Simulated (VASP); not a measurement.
Input of a VASP 6.6.1 run:

INCAR

```
SYSTEM = ZnB
ALGO = Fast
EDIFF = 1E-6
ENCUT = 520
GGA = 91
ISIF = 2
ISMEAR = -1
LASPH = .True.
LCHARG = .False.
LREAL = .False.
LWAVE = .False.
NBANDS = 14
NELM = 60
PREC = Accurate
SIGMA = 0.05
```

The input KPOINTS:

```
k-points
0
Gamma
  9 9 9
  0 0 0
```

The input POSCAR:

```
ZnB
1.0
    2.8073700000      0.0000000000      0.0000000000
    0.0000000000      2.8073700000      0.0000000000
    0.0000000000      0.0000000000      2.8073700000
Zn B
1 1
Direct
    0.0000000000      0.0000000000      0.0000000000
    0.5000000000      0.5000000000      0.5000000000
```

File KPOINTS_OPT:

```
path GXMGRX,MR
15
line-mode
reciprocal
 0.0000000000  0.0000000000  0.0000000000  G
 0.0000000000  0.5000000000  0.0000000000  X

 0.0000000000  0.5000000000  0.0000000000  X
 0.5000000000  0.5000000000  0.0000000000  M

 0.5000000000  0.5000000000  0.0000000000  M
 0.0000000000  0.0000000000  0.0000000000  G

 0.0000000000  0.0000000000  0.0000000000  G
 0.5000000000  0.5000000000  0.5000000000  R

 0.5000000000  0.5000000000  0.5000000000  R
 0.0000000000  0.5000000000  0.0000000000  X

 0.5000000000  0.5000000000  0.0000000000  M
 0.5000000000  0.5000000000  0.5000000000  R
```

Potentials or basis: VASP PAW PBE potentials, release 64 (Zn, B).

The run is started by

```sh
$ cat potpaw_PBE.64/Zn/POTCAR potpaw_PBE.64/B/POTCAR > POTCAR
$ mpirun -np 1 vasp_std > vasp.out
```

Q: Estimate the pressure.

A: 1.3 GPa.

Q: Estimate the band gap along the path.

A: None (metal or under the smearing width).

Levels at the corners of the path, in eV from the Fermi level:
```csv
point,band 6,band 7,band 8,band 9,band 10,band 11
Γ,-7.47,1.77,1.77,1.77,7.05,9.75
X,-7.44,-6.17,4.26,4.26,9.69,10.09
X,-7.44,-6.17,4.26,4.26,9.69,10.09
M,-4.61,-4.61,-3.09,-0.61,4.81,12.18
M,-4.61,-4.61,-3.09,-0.61,4.81,12.18
Γ,-7.47,1.77,1.77,1.77,7.05,9.75
Γ,-7.47,1.77,1.77,1.77,7.05,9.75
R,-1.88,-0.01,-0.01,-0.01,2.30,2.30
R,-1.88,-0.01,-0.01,-0.01,2.30,2.30
X,-7.44,-6.17,4.26,4.26,9.69,10.09
M,-4.61,-4.61,-3.09,-0.61,4.81,12.18
R,-1.88,-0.01,-0.01,-0.01,2.30,2.30
```

Caveat: the PAW data sets were made with another functional, which shifts forces and pressure a little.
